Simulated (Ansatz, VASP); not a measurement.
**CsAs: VASP beside Ansatz**

The input INCAR:

```
ALGO = Fast
EDIFF = 1E-6
ENCUT = 520
GGA = PE
ISIF = 2
ISMEAR = -1
LASPH = T
LCHARG = F
LREAL = F
LWAVE = F
NELM = 60
PREC = Accurate
SIGMA = 0.05
```

The input KPOINTS:

```
k-points
0
Gamma
  6 6 6
```

Contents of POSCAR:

```
CsAs
1.0
    4.3808388000      0.0000000000      0.0000000000
    0.0000000000      4.2949400000      0.0000000000
    0.0000000000      0.0000000000      4.2949400000
Cs As
1 1
Direct
    0.0000000000      0.0000000000      0.0000000000
    0.5000000000      0.5000000000      0.5000000000
```

input.yaml

```yaml
crystal:
  lattice:
    - [4.3808388, 0.0, 0.0]
    - [0.0, 4.29494, 0.0]
    - [0.0, 0.0, 4.29494]
  atoms:
    - { symbol: Cs, position: [0.0, 0.0, 0.0] }
    - { symbol: As, position: [0.5, 0.5, 0.5] }
hamiltonian:
  xc: pbe
  pseudopotentials: { kind: paw }
kpoints:
  mp_grid: { grid: [6, 6, 6] }
scf:
  occupations: { method: fermi_dirac, width: 0.05 }
output:
  forces: true
  stress: true
  eigenvalues: true
```

Change from the starting cell: strain = 0.02.

Alike in both runs: task single point; functional PBE; k mesh 6 × 6 × 6; occupations fermi-dirac, width 0.05 eV; no spin polarisation.

|  | VASP | Ansatz |
| --- | --- | --- |
| version | VASP 6.6.1 | Ansatz 0.2.0 |
| potentials or method | VASP PAW PBE potentials, release 64 (Cs_sv, As) | Ansatz PAW |
| plane-wave cutoff (eV) | 520 | 420 |
| valence electrons in the cell | 14 | 24 |

|  | VASP | Ansatz | Ansatz less VASP |
| --- | --- | --- | --- |
| gap on the k mesh at the Fermi level (eV) | none | none | - |
| pressure (GPa) | -0.3 | -0.3 | -0.04 |
| largest component of the traceless stress (GPa) | 0.23 | 0.23 | 0.000 |

A gap of «none» marks a metal or a gap that the smearing closes. With one functional, cell and mesh, what is left measures potentials, basis and numerics. The two sets of potentials don't hold the same shells in valence.

Spin-orbit coupling is left out, which matters for the levels of Cs.
